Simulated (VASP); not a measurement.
Input:

```xyz
4
Lattice="2.3472 -4.0655 0.0000 2.3472 4.0655 0.0000 0.0000 0.0000 7.6316" Properties=species:S:1:pos:R:3 pbc="T T T"
Mg     2.3472    -1.3552     3.8138
Mg     2.3472     1.3552     7.6297
Te     2.3472    -1.3552     6.6873
Te     2.3472     1.3552     2.8714
```

Method: revPBE GGA, VASP's PBE PAW potentials (set 64) (plane waves; VASP). Settings: 520 eV cut-off, 6×6×3 Γ-centred mesh, Gaussian smearing of 0.050 eV, potentials Mg Te.

Unless said otherwise, spin-orbit coupling is left out, though it shifts the bands of the heavy elements here.

### Question
What does the run give for the energy per atom (σ→0), band gap (on the k-mesh) with the smallest direct gap where there is one?

### Answer

* **band gap (on the k-mesh)**: 2.26 eV
* **smallest direct gap (on the k-mesh)**: 2.26 eV
* **energy per atom (σ→0)**: -2.996 eV/atom

The compound is MgTe in the wurtzite structure. This cell is one point of a volume scan, at 1.03 of the reference volume.
